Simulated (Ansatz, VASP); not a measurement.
## CoSi in two plane-wave programs

Aim: how closely do two programs agree when they are given the same cell, functional and k mesh? The cell is taken from a series of runs on this material, whose earlier steps may have relaxed, scaled, displaced or heated it; both programs get it as it stands.

Program: Ansatz 0.2.0. Level of theory: plane waves, with VASP 6.6.1 beside it; zone-centre phonons at PBE. Results are calculated unless marked as measured.

## 1. Set-up

The structure is cubic, space group P2_13 (No. 198). The conventional cell has a = 4.431 Å, b = 4.431 Å, c = 4.431 Å, α = 90.00°, β = 90.00°, γ = 90.00°. Co has 7 Si at 2.32 to 2.43 Å nearest. Nearest to Si lie 7 Co at 2.32 to 2.43 Å. Farther neighbours are not listed.

## 2. VASP: zone-centre phonons, PBE

Second derivatives magnify differences that forces hide, and they need a tight electronic threshold.

Lines of VASP's logs that name or quote its potential files are left out, and so is its time.

Contents of INCAR:

```
SYSTEM = CoSi
PREC = Accurate
ENCUT = 600
EDIFF = 1E-08
NELM = 120
ISMEAR = 1
SIGMA = 0.2
LREAL = .FALSE.
ALGO = Normal
GGA = PE
NBANDS = 34
LASPH = .TRUE.
LORBIT = 11
LWAVE = .FALSE.
LCHARG = .FALSE.
ISIF = 2
IBRION = 8
GGA_COMPAT = .FALSE.
KPAR = 2
```

Contents of POSCAR:

```
CoSi
1.0
    4.4307009609      0.0000000000      0.0000000000
    0.0000000000      4.4307009609      0.0000000000
    0.0000000000      0.0000000000      4.4307009609
Co Si
4 4
Direct
    0.1450346412      0.1450346412      0.1450346412
    0.3549653588      0.8549653588      0.6450346412
    0.6450346412      0.3549653588      0.8549653588
    0.8549653588      0.6450346412      0.3549653588
    0.8431621294      0.8431621294      0.8431621294
    0.6568378706      0.1568378706      0.3431621294
    0.3431621294      0.6568378706      0.1568378706
    0.1568378706      0.3431621294      0.6568378706
```

Contents of KPOINTS:

```
Automatic mesh
0
Gamma
6 6 6
0 0 0
```

PAW data sets: Co and Si (PBE family, release 64).

On the command line:

```bash
mpirun -np 2 vasp_std
```

Numbers of over 12 decimals in the logs are rounded to 6 here.

The program printed:

```text
[banner, memory and clock lines left out]
running    2 mpi-ranks, on    1 nodes
 distrk:  each k-point on    1 cores,    2 groups
 distr:  one band on    1 cores,    1 groups

 POSCAR found type information on POSCAR CoSi
 POSCAR found :  2 types and       8 ions
 LDA part: xc-table for (Slater+PW92), standard interpolation
 POSCAR, INCAR and KPOINTS ok, starting setup
 FFT: planning ... GRIDC
 FFT: planning ... GRID_SOFT
 FFT: planning ... GRID
 WAVECAR not read
 entering main loop
       N       E                     dE             d eps       ncg     rms          rms(c)
DAV:   1     0.370950082267E+03    0.37095E+03   -0.24354E+04  1632   0.195E+03
DAV:   2    -0.289830331553E+02   -0.39993E+03   -0.38612E+03  1632   0.399E+02
DAV:   3    -0.591760835686E+02   -0.30193E+02   -0.28928E+02  1780   0.131E+02
DAV:   4    -0.606252256492E+02   -0.14491E+01   -0.14320E+01  2172   0.254E+01
DAV:   5    -0.606731552848E+02   -0.47930E-01   -0.47853E-01  2204   0.442E+00    0.275E+01
DAV:   6    -0.669268548423E+02   -0.62537E+01   -0.13712E+02  2274   0.142E+02    0.278E+01
DAV:   7    -0.546130389669E+02    0.12314E+02   -0.54506E+01  1992   0.103E+02    0.750E+00
DAV:   8    -0.548518972757E+02   -0.23886E+00   -0.47037E+00  1824   0.118E+01    0.305E+00
DAV:   9    -0.547471961160E+02    0.10470E+00   -0.30652E-01  2404   0.664E+00    0.108E+00
DAV:  10    -0.547422797914E+02    0.49163E-02   -0.20343E-02  2256   0.956E-01    0.316E-01
DAV:  11    -0.547412444658E+02    0.10353E-02   -0.27576E-03  2706   0.552E-01    0.111E-01
DAV:  12    -0.547411832411E+02    0.61225E-04   -0.24928E-04  2126   0.160E-01    0.392E-02
DAV:  13    -0.547411797576E+02    0.34834E-05   -0.94390E-05  2568   0.642E-02    0.381E-02
DAV:  14    -0.547411750218E+02    0.47358E-05   -0.19231E-05  2298   0.371E-02    0.493E-03
DAV:  15    -0.547411752906E+02   -0.26877E-06   -0.20033E-06  2568   0.117E-02    0.924E-04
DAV:  16    -0.547411753170E+02   -0.26406E-07   -0.82590E-08  1620   0.274E-03    0.547E-04
DAV:  17    -0.547411753867E+02   -0.69703E-07   -0.35781E-09   940   0.523E-04    0.119E-04
DAV:  18    -0.547411753868E+02   -0.90495E-10   -0.84437E-10   912   0.240E-04
   1 F= -.54741175E+02 E0= -.54747633E+02  d E =0.193733E-01
 Linear response reoptimize wavefunctions to high precision
DAV:   1    -0.547411753912E+02   -0.44315E-08   -0.27254E-10   908   0.152E-04
DAV:   2    -0.547411753912E+02    0.37289E-10   -0.12508E-10   906   0.963E-05
 Linear response DOF=           2
 Linear response progress:
  Degree of freedom:   1/  2
       N       E                     dE             d eps       ncg     rms          rms(c)
RMM:   1    -0.182810016405E+00   -0.18281E+00   -0.17042E-01 13442   0.204E+00
RMM:   2    -0.172711180752E+00    0.10099E-01   -0.56589E-03 10294   0.773E-01    0.162E-01
RMM:   3    -0.173515462995E+00   -0.80428E-03   -0.20722E-03  9643   0.349E-01    0.328E-01
RMM:   4    -0.172932589311E+00    0.58287E-03   -0.14009E-03  9337   0.359E-01    0.134E-01
RMM:   5    -0.173215205372E+00   -0.28262E-03   -0.42777E-04 10035   0.144E-01    0.353E-02
RMM:   6    -0.173275502089E+00   -0.60297E-04   -0.11467E-04  9899   0.101E-01    0.280E-02
RMM:   7    -0.173321057370E+00   -0.45555E-04   -0.61129E-05  9370   0.680E-02    0.520E-02
RMM:   8    -0.173323803399E+00   -0.27460E-05   -0.28242E-05  9046   0.540E-02    0.680E-03
RMM:   9    -0.173340536186E+00   -0.16733E-04   -0.14174E-05 12602   0.190E-02    0.438E-03
RMM:  10    -0.173337706859E+00    0.28293E-05   -0.67376E-07 12471   0.598E-03    0.404E-03
RMM:  11    -0.173327720314E+00    0.99865E-05   -0.50420E-07  9698   0.443E-03    0.140E-03
RMM:  12    -0.173318799320E+00    0.89210E-05    0.55552E-08 11030   0.252E-03    0.470E-04
RMM:  13    -0.173320349369E+00   -0.15500E-05   -0.10326E-09 12598   0.977E-04    0.257E-04
RMM:  14    -0.173319766686E+00    0.58268E-06   -0.64361E-08 12432   0.455E-04    0.126E-04
RMM:  15    -0.173318386566E+00    0.13801E-05    0.25249E-09 13255   0.186E-04    0.387E-05
RMM:  16    -0.173318558579E+00   -0.17201E-06   -0.40585E-09 13546   0.915E-05    0.205E-05
RMM:  17    -0.173318588346E+00   -0.29767E-07   -0.15657E-09 13968   0.492E-05    0.710E-06
RMM:  18    -0.173318613805E+00   -0.25459E-07   -0.17271E-09 13444   0.332E-05    0.202E-06
RMM:  19    -0.173318620008E+00   -0.62026E-08   -0.22729E-09 15672   0.265E-05    0.939E-07
 first order change of Fermi-energy  -0.11475E+00
 force on displaced ion       1 direction 1 : -12.127   0.358   0.358
 Linear response progress:
  Degree of freedom:   2/  2
       N       E                     dE             d eps       ncg     rms          rms(c)
RMM:   1    -0.275126522613E-01   -0.27513E-01    0.38137E-02 20943   0.110E+00
RMM:   2    -0.215306326302E-01    0.59820E-02   -0.17281E-03  9052   0.621E-01    0.132E-01
RMM:   3    -0.230985432193E-01   -0.15679E-02   -0.28752E-03  9156   0.488E-01    0.413E-01
RMM:   4    -0.217932721580E-01    0.13053E-02   -0.10696E-03  8610   0.339E-01    0.556E-02
RMM:   5    -0.219621726673E-01   -0.16890E-03   -0.31851E-04 11579   0.105E-01    0.266E-02
RMM:   6    -0.219671243216E-01   -0.49517E-05   -0.50813E-05 10186   0.536E-02    0.247E-02
RMM:   7    -0.219603020854E-01    0.68222E-05   -0.12403E-05  9771   0.314E-02    0.137E-02
RMM:   8    -0.219543543851E-01    0.59477E-05   -0.67405E-06  9839   0.202E-02    0.686E-03
RMM:   9    -0.219626501842E-01   -0.82958E-05   -0.30025E-06 12605   0.875E-03    0.246E-03
RMM:  10    -0.219630739791E-01   -0.42379E-06   -0.23339E-08 10896   0.383E-03    0.202E-03
RMM:  11    -0.219638086991E-01   -0.73472E-06    0.15651E-06 11168   0.286E-03    0.679E-04
RMM:  12    -0.219625002581E-01    0.13084E-05   -0.47424E-07 11148   0.151E-03    0.221E-04
RMM:  13    -0.219620397599E-01    0.46050E-06   -0.42244E-07 12534   0.835E-04    0.150E-04
RMM:  14    -0.219623659501E-01   -0.32619E-06    0.22897E-07 12275   0.409E-04    0.508E-05
RMM:  15    -0.219624407527E-01   -0.74803E-07   -0.21088E-08 15141   0.134E-04    0.225E-05
RMM:  16    -0.219624477345E-01   -0.69818E-08   -0.36382E-08 13197   0.401E-05    0.107E-05
 first order change of Fermi-energy  -0.38248E-01
 force on displaced ion       5 direction 1 : -11.254  -1.944  -1.942
 Linear response finished
```

Parts of OUTCAR (step 2):

```text
ion  position               nearest neighbor table
   1  0.145  0.145  0.145-   5 2.32   8 2.33   7 2.33   6 2.33   8 2.43   7 2.43   6 2.43   3 2.72
                             3 2.72   4 2.72   2 2.72   4 2.72   2 2.72
   2  0.355  0.855  0.645-   6 2.32   7 2.33   5 2.33   8 2.33   7 2.43   8 2.43   5 2.43   4 2.72
                             4 2.72   3 2.72   3 2.72   1 2.72   1 2.72
   3  0.645  0.355  0.855-   7 2.32   6 2.33   5 2.33   8 2.33   6 2.43   8 2.43   5 2.43   1 2.72
                             1 2.72   2 2.72   2 2.72   4 2.72   4 2.72
   4  0.855  0.645  0.355-   8 2.32   5 2.33   7 2.33   6 2.33   5 2.43   6 2.43   7 2.43   2 2.72
                             2 2.72   1 2.72   1 2.72   3 2.72   3 2.72
   5  0.843  0.843  0.843-   1 2.32   4 2.33   3 2.33   2 2.33   4 2.43   3 2.43   2 2.43   6 2.74
                             7 2.74   8 2.74   6 2.74   8 2.74   7 2.74
   6  0.657  0.157  0.343-   2 2.32   3 2.33   1 2.33   4 2.33   3 2.43   4 2.43   1 2.43   8 2.74
                             5 2.74   5 2.74   7 2.74   7 2.74   8 2.74
   7  0.343  0.657  0.157-   3 2.32   2 2.33   1 2.33   4 2.33   2 2.43   4 2.43   1 2.43   8 2.74
                             5 2.74   8 2.74   6 2.74   6 2.74   5 2.74
   8  0.157  0.343  0.657-   4 2.32   1 2.33   3 2.33   2 2.33   1 2.43   2 2.43   3 2.43   7 2.74
                             5 2.74   7 2.74   5 2.74   6 2.74   6 2.74

  LATTYP: Found a simple cubic cell.
 ALAT       =     4.4307009609

 Subroutine GETGRP returns: Found 12 space group operations
 (whereof  3 operations were pure point group operations)

The static configuration has the point symmetry C_3 .
 The point group associated with its full space group is T   .

 Found     24 irreducible k-points:

   k-points           NKPTS =     24   k-points in BZ     NKDIM =     24   number of bands    NBANDS=     34

   dimension x,y,z NGX =    36 NGY =   36 NGZ =   36
   dimension x,y,z NGXF=    72 NGYF=   72 NGZF=   72

   ENCUT  =  600.0 eV  44.10 Ry    6.64 a.u.   8.85  8.85  8.85*2*pi/ulx,y,z

   NELECT =      52.0000    total number of electrons

 k-points in reciprocal lattice and weights: Automatic mesh
   0.00000000  0.00000000  0.00000000       0.005
   0.16666667  0.00000000  0.00000000       0.028
   0.33333333  0.00000000  0.00000000       0.028
   0.50000000  0.00000000  0.00000000       0.014
   0.16666667  0.16666667  0.00000000       0.056
   0.33333333  0.16666667  0.00000000       0.056
  -0.16666667  0.33333333  0.00000000       0.056
   0.50000000  0.16666667  0.00000000       0.028
  -0.16666667  0.50000000  0.00000000       0.028
[...]
0.50000000  0.50000000  0.33333333       0.028
   0.50000000  0.50000000  0.50000000       0.005

 average (electrostatic) potential at core
       1 -76.3306       2 -76.3306       3 -76.3306       4 -76.3306       5 -77.6462
       6 -77.6462       7 -77.6462       8 -77.6462

 Eigenvectors and eigenvalues of the dynamical matrix
 ----------------------------------------------------

   1 f  =   12.702428 THz    79.811707 2PiTHz  423.707378 cm-1    52.532996 meV
             X         Y         Z           dx          dy          dz
      0.642605  0.642605  0.642605    -0.151596    0.034614    0.064155
      1.572745  3.788096  2.857956    -0.100173   -0.152682    0.131621
      2.857956  1.572745  3.788096     0.040658    0.005475    0.170287
      3.788096  2.857956  1.572745    -0.010765   -0.181821    0.025489
      3.735799  3.735799  3.735799     0.074943   -0.028954    0.135777
      2.910252  0.694902  1.520449     0.449161    0.454298   -0.419441
      1.520449  2.910252  0.694902     0.085797   -0.241006   -0.138060
      0.694902  1.520449  2.910252    -0.288422    0.242245   -0.145604

   2 f  =   12.702428 THz    79.811707 2PiTHz  423.707378 cm-1    52.532996 meV
             X         Y         Z           dx          dy          dz
      0.642605  0.642605  0.642605     0.019655    0.163088   -0.057464
      1.572745  3.788096  2.857956     0.040325    0.087800    0.136161
      2.857956  1.572745  3.788096    -0.163539    0.125295    0.080188
      3.788096  2.857956  1.572745    -0.184210    0.050007   -0.001491
      3.735799  3.735799  3.735799    -0.233975   -0.113991   -0.083093
      2.910252  0.694902  1.520449    -0.083549    0.080263   -0.030932
      1.520449  2.910252  0.694902     0.442452   -0.389020   -0.438255
      0.694902  1.520449  2.910252     0.292026   -0.194766    0.324230

   3 f  =   12.702428 THz    79.811707 2PiTHz  423.707378 cm-1    52.532996 meV
             X         Y         Z           dx          dy          dz
      0.642605  0.642605  0.642605     0.111804    0.089844    0.168671
      1.572745  3.788096  2.857956     0.155587   -0.069621   -0.001985
      2.857956  1.572745  3.788096     0.086427    0.141912   -0.020974
      3.788096  2.857956  1.572745     0.042645   -0.017553    0.187659
      3.735799  3.735799  3.735799    -0.392137   -0.447549   -0.434502
      2.910252  0.694902  1.520449    -0.073525   -0.036106    0.192989
      1.520449  2.910252  0.694902     0.104916   -0.068638    0.054809
      0.694902  1.520449  2.910252    -0.213696    0.342805   -0.296322

   4 f  =   10.863222 THz    68.255638 2PiTHz  362.358089 cm-1    44.926657 meV
             X         Y         Z           dx          dy          dz
      0.642605  0.642605  0.642605     0.016810    0.016810    0.016810
      1.572745  3.788096  2.857956    -0.016810   -0.016810    0.016810
      2.857956  1.572745  3.788096     0.016810   -0.016810   -0.016810
      3.788096  2.857956  1.572745    -0.016810    0.016810   -0.016810
      3.735799  3.735799  3.735799    -0.288185   -0.288185   -0.288185
      2.910252  0.694902  1.520449     0.288185    0.288185   -0.288185
      1.520449  2.910252  0.694902    -0.288185    0.288185    0.288185
      0.694902  1.520449  2.910252     0.288185   -0.288185    0.288185

   5 f  =   10.506138 THz    66.012013 2PiTHz  350.447049 cm-1    43.449877 meV
             X         Y         Z           dx          dy          dz
      0.642605  0.642605  0.642605    -0.055828    0.009294    0.178203
      1.572745  3.788096  2.857956     0.036040    0.010221   -0.156543
      2.857956  1.572745  3.788096     0.032672   -0.088913    0.177212
      3.788096  2.857956  1.572745    -0.059195   -0.087986   -0.155552
      3.735799  3.735799  3.735799    -0.367702    0.229069    0.198615
      2.910252  0.694902  1.520449    -0.200941    0.063306   -0.230024
      1.520449  2.910252  0.694902     0.401277    0.050800    0.375818
      0.694902  1.520449  2.910252     0.234517   -0.114963   -0.407226

   6 f  =   10.506138 THz    66.012013 2PiTHz  350.447049 cm-1    43.449877 meV
             X         Y         Z           dx          dy          dz
      0.642605  0.642605  0.642605     0.171430   -0.079702    0.025043
      1.572745  3.788096  2.857956    -0.138776   -0.082832   -0.098182
      2.857956  1.572745  3.788096    -0.140033    0.053461    0.026386
      3.788096  2.857956  1.572745     0.170173    0.050331   -0.099526
      3.735799  3.735799  3.735799     0.146400   -0.379429    0.286224
      2.910252  0.694902  1.520449    -0.416693    0.180297   -0.180170
      1.520449  2.910252  0.694902    -0.191926   -0.137709    0.045950
      0.694902  1.520449  2.910252     0.371167    0.422017    0.060105

   7 f  =   10.506138 THz    66.012013 2PiTHz  350.447049 cm-1    43.449877 meV
             X         Y         Z           dx          dy          dz
      0.642605  0.642605  0.642605    -0.040831   -0.166533    0.042290
      1.572745  3.788096  2.857956     0.116681   -0.164944   -0.005152
      2.857956  1.572745  3.788096     0.116169    0.152998    0.045514
      3.788096  2.857956  1.572745    -0.041342    0.154587   -0.008376
      3.735799  3.735799  3.735799    -0.243291   -0.139245    0.307336
      2.910252  0.694902  1.520449     0.042628   -0.423454   -0.361187
      1.520449  2.910252  0.694902     0.134049    0.440776   -0.269216
      0.694902  1.520449  2.910252    -0.151871    0.156567    0.215365

   8 f  =    9.364771 THz    58.840591 2PiTHz  312.375136 cm-1    38.729563 meV
             X         Y         Z           dx          dy          dz
      0.642605  0.642605  0.642605    -0.220994    0.150774    0.070221
      1.572745  3.788096  2.857956     0.220994   -0.150774    0.070221
      2.857956  1.572745  3.788096    -0.220994   -0.150774   -0.070221
      3.788096  2.857956  1.572745     0.220994    0.150774   -0.070221
      3.735799  3.735799  3.735799    -0.291150    0.297801   -0.006651
      2.910252  0.694902  1.520449     0.291150   -0.297801   -0.006651
      1.520449  2.910252  0.694902    -0.291150   -0.297801    0.006651
      0.694902  1.520449  2.910252     0.291150    0.297801    0.006651

   9 f  =    9.364771 THz    58.840591 2PiTHz  312.375136 cm-1    38.729563 meV
             X         Y         Z           dx          dy          dz
      0.642605  0.642605  0.642605    -0.046507   -0.168133    0.214640
      1.572745  3.788096  2.857956     0.046507    0.168133    0.214640
      2.857956  1.572745  3.788096    -0.046507    0.168133   -0.214640
      3.788096  2.857956  1.572745     0.046507   -0.168133   -0.214640
      3.735799  3.735799  3.735799    -0.175775   -0.164255    0.340031
      2.910252  0.694902  1.520449     0.175775    0.164255    0.340031
      1.520449  2.910252  0.694902    -0.175775    0.164255   -0.340031
      0.694902  1.520449  2.910252     0.175775   -0.164255   -0.340031

  10 f  =    9.282734 THz    58.325140 2PiTHz  309.638688 cm-1    38.390287 meV
             X         Y         Z           dx          dy          dz
      0.642605  0.642605  0.642605    -0.119299   -0.227123    0.044922
      1.572745  3.788096  2.857956    -0.113583   -0.234279   -0.057130
      2.857956  1.572745  3.788096    -0.275654   -0.042226   -0.186576
      3.788096  2.857956  1.572745    -0.281369   -0.049382    0.174367
      3.735799  3.735799  3.735799     0.214677    0.072229   -0.175061
      2.910252  0.694902  1.520449     0.222406    0.078187    0.192743
      1.520449  2.910252  0.694902     0.357344    0.322283    0.017681
      0.694902  1.520449  2.910252     0.349615    0.328241    0.000000

  11 f  =    9.282734 THz    58.325140 2PiTHz  309.638688 cm-1    38.390287 meV
             X         Y         Z           dx          dy          dz
      0.642605  0.642605  0.642605    -0.274570    0.168315    0.099728
      1.572745  3.788096  2.857956    -0.212135    0.090145   -0.233093
      2.857956  1.572745  3.788096     0.011535    0.291455   -0.054447
      3.788096  2.857956  1.572745    -0.050899    0.213285   -0.078918
    [... 145 further lines ...]
      1.520449  2.910252  0.694902     0.275820   -0.037179    0.056754
      0.694902  1.520449  2.910252     0.275831   -0.037174    0.056738

 ELASTIC MODULI CONTR FROM IONIC RELAXATION (kBar)
 Direction    XX          YY          ZZ          XY          YZ          ZX
 --------------------------------------------------------------------------------
 XX         -95.5467    -39.4309    -39.4309      0.0000      0.0000     -0.0000
 YY         -39.4309    -95.5467    -39.4309      0.0000     -0.0000     -0.0000
 ZZ         -39.4309    -39.4309    -95.5467     -0.0000      0.0000     -0.0000
 XY           0.0000      0.0000     -0.0000    -72.0612     -0.0000     -0.0000
 YZ          -0.0000     -0.0000      0.0000     -0.0000    -72.0612     -0.0000
 ZX          -0.0000     -0.0000     -0.0000     -0.0000     -0.0000    -72.0612
 --------------------------------------------------------------------------------
```

This run has no spin polarisation, so a moment on Co, if there is one, isn't seen.

(Part 1 of 2 ends here.)

[Lines on the potential files, build, host, timing and source positions are cut from VASP's logs without a mark.]

[Logs are printed without paths, hosts, clocks, repeated set-up lines and the standing remarks that a program may print on its own settings, such as how far it seeks lower states.]

[Hosts, paths, dates, database ids (printed as entryN), source tags and the programs' standing remarks are cut or masked in the printed files.]
